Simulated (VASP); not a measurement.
A cell of AgCl (rock salt) near equilibrium:

```xyz
2
Lattice="0.0000 2.7985 2.7985 2.7985 0.0000 2.7985 2.7985 2.7985 0.0000" Properties=species:S:1:pos:R:3 pbc="T T T"
Ag     0.0000     0.0000     0.0000
Cl     2.7985     2.7985     2.7985
```

All values below come from PBE GGA, VASP's PBE PAW potentials (set 64) (plane waves; VASP 6.6.1).

```csv
run,ΔE (meV/atom),σxx,σyy,σzz,"largest shear component, with its sign (GPa)",gap (eV)
as it is,0.0,0.21,0.21,0.21,0.00,0.92
after one change,55.2,7.54,7.54,7.54,0.00,0.91
```
Stress is in GPa, positive when the cell is compressed; gaps are those on the k-mesh, and 0.00 means metallic.

### Question
Which change was made?
A) uniaxial strain of -1.0 % along y
B) isotropic strain of -4.0 %
C) biaxial strain of -0.5 % in the yz plane

### Answer
B, isotropic strain of -4.0 %

The compound is AgCl in the rock salt structure.
